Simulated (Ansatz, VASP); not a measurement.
# V (V(110)) in two plane-wave programs, part 2 of 2

Wanted: the spread between two codes on one cell, functional and k mesh.  Other levels of theory on this material are compared in a session of their own. Valence electrons are named where the data sets of a main pair hold unlike numbers.

VASP 6.6.1 and Ansatz 0.2.0.

So far: Set-up; Ansatz: single point, PBEsol.

## Step 3: VASP: single point, PBEsol

Level of this step: PBEsol, spin-polarised from a ferromagnetic start; plane waves and PAW (V) (VASP).

The same cell, functional, mesh and smearing now go to VASP, with its own data sets.

Lines of VASP's logs that name or quote its potential files are left out, and so is its time.

File INCAR:

```
SYSTEM = V
PREC = Normal
ENCUT = 350
EDIFF = 1E-06
NELM = 120
ISMEAR = 1
SIGMA = 0.1
LREAL = .FALSE.
ALGO = Normal
GGA = PS
NBANDS = 28
ISPIN = 2
MAGMOM = 2 2 2 2 2 2 2
LMAXMIX = 4
LORBIT = 11
LWAVE = .FALSE.
LCHARG = .FALSE.
KPAR = 4
IDIPOL = 3
LDIPOL = .TRUE.
DIPOL = 0.5 0.5 0.5
LVHAR = .TRUE.
LVACPOTAV = .TRUE.
```

File POSCAR:

```
V
1.0
    2.1354624792     -1.5100000000      0.0000000000
    2.1354624792      1.5100000000      0.0000000000
    0.0000000000      0.0000000000     30.8127748751
V
7
Direct
    0.0000000000      0.0000000000      0.2920866438
    0.5000000000      0.5000000000      0.3613910959
    0.0000000000      0.0000000000      0.4306955479
    0.5000000000      0.5000000000      0.5000000000
    0.0000000000      0.0000000000      0.5693044521
    0.5000000000      0.5000000000      0.6386089041
    0.0000000000      0.0000000000      0.7079133562
```

File KPOINTS:

```
Automatic mesh
0
Gamma
10 10 1
0 0 0
```

PAW data sets: V (PBE family, release 64).

Launch:

```sh
mpirun -np 4 vasp_std
```

Numbers of over 12 decimals in the logs are rounded to 6 here.

Output:

```text
[banner, memory and clock lines left out]
running    4 mpi-ranks, on    1 nodes
 distrk:  each k-point on    1 cores,    4 groups
 distr:  one band on    1 cores,    1 groups

 POSCAR found type information on POSCAR V
 POSCAR found :  1 types and       7 ions
|                                                                             |
|               ----> ADVICE to this user running VASP <----                  |
|                                                                             |
|     You enforced a specific xc type in the INCAR file but a different       |
|     [... a line on the potential file left out ...]
|     I HOPE YOU KNOW WHAT YOU ARE DOING!                                     |
|                                                                             |

 LDA part: xc-table for (Slater+PW92), standard interpolation
 POSCAR, INCAR and KPOINTS ok, starting setup
 FFT: planning ... GRIDC
 FFT: planning ... GRID_SOFT
 FFT: planning ... GRID
 WAVECAR not read
 entering main loop
       N       E                     dE             d eps       ncg     rms          rms(c)
DAV:   1     0.218469427805E+03    0.21847E+03   -0.95746E+03  3480   0.899E+02
DAV:   2    -0.407809314611E+02   -0.25925E+03   -0.24399E+03  3496   0.249E+02
DAV:   3    -0.721207414509E+02   -0.31340E+02   -0.28566E+02  5372   0.106E+02
DAV:   4    -0.744283813965E+02   -0.23076E+01   -0.22391E+01  5480   0.383E+01
DAV:   5    -0.745139230861E+02   -0.85542E-01   -0.84882E-01  5784   0.563E+00    0.337E+01
DAV:   6    -0.189759042620E+03   -0.11525E+03   -0.97550E+02  6904   0.188E+02    0.118E+02
DAV:   7    -0.800497690585E+02    0.10971E+03   -0.22389E+02  5384   0.112E+02    0.472E+01
DAV:   8    -0.958834609937E+02   -0.15834E+02   -0.10605E+03  6744   0.183E+02    0.557E+01
DAV:   9    -0.846554714695E+02    0.11228E+02   -0.16060E+02  4548   0.148E+02    0.364E+01
DAV:  10    -0.708030716695E+02    0.13852E+02   -0.13231E+02  6128   0.135E+02    0.303E+01
DAV:  11    -0.608946154302E+02    0.99085E+01   -0.68446E+01  6624   0.699E+01    0.144E+01
DAV:  12    -0.609264734421E+02   -0.31858E-01   -0.68636E+00  5816   0.228E+01    0.132E+01
DAV:  13    -0.609969681325E+02   -0.70495E-01   -0.10650E+00  5896   0.121E+01    0.129E+01
DAV:  14    -0.606750323026E+02    0.32194E+00   -0.70599E-01  5952   0.961E+00    0.113E+01
[...]
DAV:  57    -0.646295208439E+02   -0.20869E-04   -0.65294E-06  3900   0.179E-02    0.658E-03
DAV:  58    -0.646295467967E+02   -0.25953E-04   -0.86401E-06  4480   0.142E-02    0.284E-03
DAV:  59    -0.646295667030E+02   -0.19906E-04   -0.10972E-06  2740   0.888E-03    0.350E-03
DAV:  60    -0.646295819911E+02   -0.15288E-04   -0.12642E-06  2904   0.822E-03    0.138E-03
DAV:  61    -0.646295934640E+02   -0.11473E-04   -0.11966E-06  2796   0.650E-03    0.110E-03
DAV:  62    -0.646295959665E+02   -0.25024E-05   -0.37792E-07  2316   0.513E-03    0.805E-04
DAV:  63    -0.646295970827E+02   -0.11163E-05   -0.40580E-07  2320   0.303E-03    0.608E-04
DAV:  64    -0.646295973691E+02   -0.28642E-06   -0.14721E-07  2224   0.325E-03
|                                                                             |
|           W    W    AA    RRRRR   N    N  II  N    N   GGGG   !!!           |
|           W    W   A  A   R    R  NN   N  II  NN   N  G    G  !!!           |
|           W    W  A    A  R    R  N N  N  II  N N  N  G       !!!           |
|           W WW W  AAAAAA  RRRRR   N  N N  II  N  N N  G  GGG   !            |
|           WW  WW  A    A  R   R   N   NN  II  N   NN  G    G                |
|           W    W  A    A  R    R  N    N  II  N    N   GGGG   !!!           |
|                                                                             |
|     Did not find any points to average over, which means that no vacuum     |
|     field-free region was found. Please increase the size of  your cell     |
|     in the dimension of the dipole correction to obtain accurate            |
|     workfunction values.                                                    |
|                                                                             |

   1 F= -.64629597E+02 E0= -.64629751E+02  d E =0.459422E-03  mag=     0.0005
```

OUTCAR, selected parts (step 3):

```text
ion  position               nearest neighbor table
   1  0.000  0.000  0.292-   2 2.62   2 2.62   2 3.02   2 3.02
   2  0.500  0.500  0.361-   3 2.62   3 2.62   1 2.62   1 2.62   3 3.02   3 3.02   1 3.02   1 3.02

  LATTYP: Found a base centered orthorhombic cell.
 ALAT       =     3.0200000000
 B/A-ratio  =     1.4142135624
 C/A-ratio  =    10.2029055878

 Subroutine GETGRP returns: Found  8 space group operations
 (whereof  8 operations were pure point group operations)

The static configuration has the point symmetry D_2h.

 Found     31 irreducible k-points:

   k-points           NKPTS =     31   k-points in BZ     NKDIM =     31   number of bands    NBANDS=     28

   dimension x,y,z NGX =    12 NGY =   12 NGZ =  144
   dimension x,y,z NGXF=    24 NGYF=   24 NGZF=  288

   ENCUT  =  350.0 eV  25.72 Ry    5.07 a.u.   3.99  3.99 47.00*2*pi/ulx,y,z

   NELECT =      35.0000    total number of electrons

 k-points in reciprocal lattice and weights: Automatic mesh
   0.00000000  0.00000000  0.00000000       0.010
   0.10000000  0.00000000  0.00000000       0.040
   0.20000000  0.00000000  0.00000000       0.040
   0.30000000  0.00000000  0.00000000       0.040
   0.40000000 -0.00000000  0.00000000       0.040
   0.50000000  0.00000000  0.00000000       0.020
   0.10000000  0.10000000  0.00000000       0.020
   0.20000000  0.10000000  0.00000000       0.040
   0.30000000  0.10000000  0.00000000       0.040
[...]
-0.40000000  0.40000000  0.00000000       0.020
   0.50000000  0.50000000  0.00000000       0.010

 dipolmoment           0.000000      0.000000      0.000000 electrons x Angstroem

 average (electrostatic) potential at core
       1 -44.9220       2 -44.7867       3 -44.7263       4 -44.7020       5 -44.7263
       6 -44.7867       7 -44.9220

 E-fermi :   0.4311

 spin component 1
 k-point     1 :       0.0000    0.0000    0.0000
  band No.  band energies     occupation
    ...
     10      -0.3140      1.00000
     11      -0.0402      1.00000
     12       0.1333      1.00011
     13       0.1496      1.00025
     14       0.2481      1.01331
     15       0.5092      0.01515
     16       0.5122      0.00732
     17       0.6177     -0.01206
     18       0.6960     -0.00058
     19       0.7197     -0.00017
    ...

 k-point     2 :       0.1000    0.0000    0.0000
  band No.  band energies     occupation
    ...
     12       0.0492      1.00000
     13       0.0956      1.00001
     14       0.2525      1.01497
     15       0.3598      0.96441
     16       0.3711      0.92016
     17       0.4700      0.19679
     18       0.5956     -0.02100
     19       0.6351     -0.00702
     20       0.8130     -0.00000
     21       0.8913     -0.00000
    ...

 k-point     3 :       0.2000    0.0000    0.0000
  band No.  band energies     occupation
    ...
     16       0.1962      1.00221
     17       0.2021      1.00280
     18       0.2815      1.02779
     19       0.3310      1.02528
     20       0.3892      0.82253
     21       0.4852      0.10841
     22       1.3710     -0.00000
     23       1.3763     -0.00000
     24       1.8567     -0.00000
     25       2.1910     -0.00000
    ...

 k-point     4 :       0.3000    0.0000    0.0000
  band No.  band energies     occupation
    ...
     17       0.0760      1.00000
     18       0.1984      1.00241
     19       0.2564      1.01653
     20       0.3301      1.02620
     21       0.3749      0.90239
     22       2.0779     -0.00000
     23       2.0784     -0.00000
     24       2.2452     -0.00000
     25       2.3278     -0.00000
     26       2.4575      0.00000
    ...

 k-point     5 :       0.4000   -0.0000    0.0000
  band No.  band energies     occupation
    ...
     13      -0.4716      1.00000
     14      -0.4250      1.00000
     15      -0.0525      1.00000
     16       0.0839      1.00001
     17       0.3056      1.03532
     18       0.6127     -0.01385
     19       0.9405     -0.00000
     20       1.1464     -0.00000
     21       1.3671     -0.00000
     22       2.3170     -0.00000
    ...

 k-point     6 :       0.5000    0.0000    0.0000
  band No.  band energies     occupation
    ...
     12      -0.6236      1.00000
     13      -0.6168      1.00000
     14      -0.5846      1.00000
     15       0.0631      1.00000
     16       0.2133      1.00431
     17       0.5343     -0.02807
     18       0.9006     -0.00000
     19       1.3398     -0.00000
     20       1.7117     -0.00000
     21       2.1283     -0.00000
    ...

  Total      -11.5592383    -10.1407824     -8.7589518     -0.0000000      0.0000000      0.0000000
  in kB      -93.1987531    -81.7621584    -70.6208629     -0.0000000      0.0000000      0.0000000
  external PRESSURE =     -81.8605915 kB  Pullay stress =       0.0000000 kB

  energy-cutoff  :      350.00
  volume of cell :      198.71
      direct lattice vectors                 reciprocal lattice vectors
     2.135462479 -1.510000000  0.000000000     0.234141318 -0.331125828  0.000000000
     2.135462479  1.510000000  0.000000000     0.234141318  0.331125828  0.000000000
     0.000000000  0.000000000 30.812774875     0.000000000  0.000000000  0.032454072

 POSITION                                       TOTAL-FORCE (eV/Angst)
 -----------------------------------------------------------------------------------
      0.00000      0.00000      9.00000        -0.000000      0.000000      0.962384
      2.13546      0.00000     11.13546         0.000000      0.000000     -0.373991
      0.00000      0.00000     13.27092         0.000000      0.000000     -0.092945
      2.13546      0.00000     15.40639         0.000000      0.000000      0.000000
      0.00000      0.00000     17.54185        -0.000000      0.000000      0.092945
      2.13546      0.00000     19.67731         0.000000      0.000000      0.373991
      0.00000      0.00000     21.81277        -0.000000      0.000000     -0.962384
 -----------------------------------------------------------------------------------
    total drift:                                0.000000      0.000000      0.000000

  FREE ENERGIE OF THE ION-ELECTRON SYSTEM (eV)
  ---------------------------------------------------
  free  energy   TOTEN  =       -64.6295973691 eV

  energy  without entropy=      -64.6300567909  energy(sigma->0) =      -64.62975051

 vacuum level on the upper side and lower side of the slab         5.332         5.332

 total charge
# of ion       s       p       d       tot
------------------------------------------
    1        0.542   0.443   3.455   4.441
    2        0.564   0.650   3.485   4.699
    3        0.567   0.647   3.495   4.709
    4        0.568   0.640   3.505   4.713
    5        0.567   0.647   3.495   4.709
    6        0.564   0.650   3.485   4.699
    7        0.542   0.443   3.455   4.441
--------------------------------------------------
tot          3.915   4.120  24.375  32.410

 magnetization (x)
# of ion       s       p       d       tot
------------------------------------------
    1        0.000   0.000   0.000   0.000
    2       -0.000  -0.000  -0.000  -0.000
    3        0.000   0.000   0.000   0.000
    4       -0.000   0.000  -0.000  -0.000
    5        0.000   0.000   0.000   0.000
    6       -0.000  -0.000  -0.000  -0.000
    7        0.000   0.000   0.000   0.000
--------------------------------------------------
tot          0.000   0.000   0.000   0.001

[... 6 further parts left out ...]
```

## Step 4: Comparison

Known differences besides the potentials themselves: the data sets hold 91 valence electrons in Ansatz (on its default PAW (the set named soft_2) files) and 35 in VASP; the cutoff is 420 eV in Ansatz and 350 eV in VASP (PREC = Normal); Ansatz makes its cores anew for this functional, VASP keeps those of its PBE data sets; VASP leaves aspherical gradient terms in its spheres out (LASPH is not set), Ansatz keeps them. Total energies have different zeros and are not compared.

The two programs side by side:

| quantity | Ansatz | VASP | difference |
| --- | --- | --- | --- |
| work function, lower of the two faces (eV) | 4.93 | 4.90 | +0.03 |
| work function, higher of the two faces (eV) | 4.93 | 4.90 | +0.03 |

Forces (eV/Å; atoms numbered as in POSCAR):

| atom | Ansatz x, y, z | VASP x, y, z |
| --- | --- | --- |
| V1 | 0.000, 0.000, 0.851 | 0.000, 0.000, 0.962 |
| V2 | 0.000, 0.000, -0.368 | 0.000, 0.000, -0.374 |
| V3 | 0.000, 0.000, -0.100 | 0.000, 0.000, -0.093 |
| V4 | 0.000, 0.000, 0.000 | 0.000, 0.000, 0.000 |
| V5 | 0.000, 0.000, 0.100 | 0.000, 0.000, 0.093 |
| V6 | 0.000, 0.000, 0.368 | 0.000, 0.000, 0.374 |
| V7 | 0.000, 0.000, -0.851 | 0.000, 0.000, -0.962 |

The forces differ by 34 meV/Å r.m.s., which is 10.8 % of the r.m.s. force of 0.320 eV/Å (both taken over all components). VASP's log warns that it found no field-free region in the vacuum, so its work functions are uncertain. With vacuum in the cell, a pressure given here is an average over mostly empty space and none of the material.

## Step 5: Further runs

Further runs change the set-up of one program: Ansatz's method, potentials or start, or VASP's data sets, cutoff or form of LDA. The table gives Ansatz less VASP for each quantity, since a change that brings one quantity closer may part another.

| run | r.m.s. force difference (meV/Å) | work function, lower of the two faces (eV) | work function, higher of the two faces (eV) |
| --- | --- | --- | --- |
| as above | 34 | 0.028 | 0.028 |
| cores kept as stored | 35 | 0.027 | 0.027 |
| Ansatz's larger PAW set (cutoff 930 eV) | 34 | 0.026 | 0.026 |
| norm-conserving potentials (cutoff 1143 eV) | 34 | 0.028 | 0.028 |

## Step 6: Results

| Quantity | Value |
| --- | --- |
| r.m.s. force difference (single point, PBEsol) | 11 % of the r.m.s. force |

**Reading.** The r.m.s. force difference is 11 % of the r.m.s. force (single point, PBEsol), beyond the 3 % picked in this series as the mark of a large difference. The data sets hold unlike numbers of valence electrons (91 in Ansatz and 35 in VASP), so part of the differences comes from the potentials. For single point, PBEsol, no further run moves any of the tabulated differences by more than a quarter of its size. 11 further runs of this series are not shown here. Such differences can come from data sets, numerical settings and the points named under the comparisons, not from the functional's error against experiment.

[Lines on the potential files, build, host, timing and source positions are cut from VASP's logs without a mark.]

[Logs are printed without paths, hosts, clocks, repeated set-up lines and the standing remarks that a program may print on its own settings, such as how far it seeks lower states.]

[Hosts, paths, dates, database ids (printed as entryN), source tags and the programs' standing remarks are cut or masked in the printed files.]
